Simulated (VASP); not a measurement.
Input for VASP

File POSCAR:
```
SiRh
1
    5.4909120077     0.0000000000     0.0000000000
   -0.0000000000     3.0540294174     0.0000000000
    0.0000000000     0.0000000000     6.3221316160
Si Rh
4 4
Direct
  0.1850374010   0.2500000000   0.4432707860
  0.8149625990   0.7500000000   0.5567292140
  0.3149625990   0.7500000000   0.9432707860
  0.6850374010   0.2500000000   0.0567292140
  0.0027220592   0.2500000000   0.7981923651
  0.9972779408   0.7500000000   0.2018076349
  0.4972779408   0.7500000000   0.2981923651
  0.5027220592   0.2500000000   0.7018076349
```

### INCAR
```
! general
SYSTEM   =  SiRh
PREC     =  Accurate
ENCUT    =  400   ! plane-wave cut-off (eV)
LREAL    =  F   ! projection in real space or not
LASPH    =  T   ! aspherical one-centre terms

! electronic loop
EDIFF    =  1E-6   ! SCF stop (eV)
NELM     =  100   ! most electronic steps
ALGO     =  Normal   ! blocked Davidson
LMAXMIX  =  4   ! l cut-off of mixed one-centre charges

! smearing
ISMEAR   =  1
SIGMA    =  0.1

! ions
IBRION   =  2
NSW      =  60
ISIF     =  3
EDIFFG   =  -0.02

! output
LWAVE    =  F
LCHARG   =  F
```

KPOINTS:
```
Regular mesh
0
Gamma
  5 9 5
```

POTCAR, in this order: Si Rh_pv (LDA.64 set). Program: vasp_std.

Task: Write an equivalent input for Ansatz.

Result: One equivalent input (not run):
Ansatz 0.2 input:
```yaml
crystal:
  lattice:
    - [5.4909120, 0.0000000, 0.0000000]
    - [0.0000000, 3.0540294, 0.0000000]
    - [0.0000000, 0.0000000, 6.3221316]
  atoms:
    - { symbol: Si, position: [0.1850374, 0.2500000, 0.4432708] }
    - { symbol: Si, position: [0.8149626, 0.7500000, 0.5567292] }
    - { symbol: Si, position: [0.3149626, 0.7500000, 0.9432708] }
    - { symbol: Si, position: [0.6850374, 0.2500000, 0.0567292] }
    - { symbol: Rh, position: [0.0027221, 0.2500000, 0.7981924] }
    - { symbol: Rh, position: [0.9972779, 0.7500000, 0.2018076] }
    - { symbol: Rh, position: [0.4972779, 0.7500000, 0.2981924] }
    - { symbol: Rh, position: [0.5027221, 0.2500000, 0.7018076] }
kpoints:
  mp_grid: { grid: [5, 9, 5] }
hamiltonian:
  xc: lda
  pseudopotentials: { kind: paw }
scf:
  occupations: { method: methfessel_paxton, width: 0.1 }
  max_iter: 100
relax:
  max_steps: 60
  f_tol: 0.02
  cell: {}
output: { forces: true, stress: true, eigenvalues: true }
```
Limits of the translation: each code has its own PAW files, so the cut-off isn't converted (ENCUT is set for VASP's; basis.ecutwfc is left out, and Ansatz then takes the one that its files recommend); Ansatz stops its SCF on the density residual and VASP on the energy change (EDIFF); Ansatz's lda is the Perdew-Wang form, while the LDA potentials of VASP carry Perdew-Zunger's.

The structure comes from a computed database's SiRh entry (Pnma); how it stands against other phases isn't given here. This run relaxes it. Symmetry was kept, so distortions that lower it aren't found. The start is the result of an earlier pass.
